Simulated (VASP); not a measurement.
A run of VASP 6.6.1 is set up as follows.

File INCAR:

```
ALGO = Normal ; EDIFF = 1E-6
ENCUT = 520 ; ISIF = 2
ISMEAR = 0 ; ISPIN = 2
LASPH = T ; LCHARG = F
LDAU = T ; LDAUJ = 0 0
LDAUL = 3 -1 ; LDAUPRINT = 1
LDAUTYPE = 2 ; LDAUU = 3 0
LMAXMIX = 6 ; LMIXTAU = T
LORBIT = 11 ; LREAL = F
LWAVE = F ; MAGMOM = 4 -4 0 0
METAGGA = R2SCAN ; NBANDS = 33
NELM = 120 ; PREC = Accurate
SIGMA = 0.05
```

The input KPOINTS:

```
k-points
0
Gamma
  7 7 3
```

POSCAR

```
PmO
1.0
    3.1559110400      0.0000000000      0.0000000000
   -1.5779555200      2.7330991300      0.0000000000
    0.0000000000      0.0000000000      6.1600256200
Pm O
2 2
Direct
    0.0000000000      0.0000000000      0.0000000000
    0.0000000000      0.0000000000      0.5000000000
    0.6666666667      0.3333333333      0.2500000000
    0.6666666667      0.3333333333      0.7500000000
```

Potentials or basis: VASP PAW PBE potentials, release 64 (Pm, O).

Run with:

```bash
$ cat potpaw_PBE.64/Pm/POTCAR potpaw_PBE.64/O/POTCAR > POTCAR
$ mpirun -np 1 vasp_std > vasp.out
```

(1) Estimate the net moment.

(2) Estimate the pressure.

(3) What does it give for the band gap on the k mesh?

(4) What does it give for the site moments?

Answers

(1) 0.00 μB per cell.

(2) 37.4 GPa.

(3) none (metal or under the smearing width).

(4) Pm +4.59, -4.59; O +0.00 μB.

Caveat: the magnetic or orbital state may not be the lowest; a pressure of tens of GPa on the cell as given is suspect, and the run, the potentials or the cell itself is likely at fault; the PAW data sets were made with another functional, which shifts forces and pressure a little; spin-orbit coupling is left out, which moves the levels of the heavy elements.
